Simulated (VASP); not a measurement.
SnTe: phonons with r2SCAN

The system is SnTe.

```xyz
2
Lattice="0.0000 3.1858 3.1858 3.1858 0.0000 3.1858 3.1858 3.1858 0.0000" Properties=species:S:1:pos:R:3 pbc="T T T"
Sn    0.0000    0.0000    0.0000
Te    3.1858    3.1858    3.1858
```

- Program: VASP 6.6.1
- Task: phonons
- Functional: r2SCAN
- Potentials or basis: VASP PAW PBE potentials, release 64 (Sn_d, Te)
- Cutoff: 600 eV
- k mesh: 10 × 10 × 10
- Occupations: gaussian, width 0.03 eV
- Spin: no spin polarisation
- By perturbation theory: no
- Further INCAR settings: ALGO = Normal; EDIFF = 1e-08; IBRION = 6; POTIM = 0.015; NSW = 1

```json
{
  "Highest phonon frequency at Γ, LO-TO splitting left out": "0 cm⁻¹",
  "Most unstable mode": "52i cm⁻¹"
}
```

Phonon frequencies in cm⁻¹ (negative: imaginary):
```csv
q point,frequencies
"(0.000, 0.000, 0.000)",-52 -52 -52 0 0 0
```

Run time: 13 min on 1 thread of Intel(R) Xeon(R) 6975P-C (Granite Rapids) (shared host), peak memory 0.37 GiB.

Caveat: some modes are imaginary. Spin-orbit coupling is left out, which matters for the levels of Te.
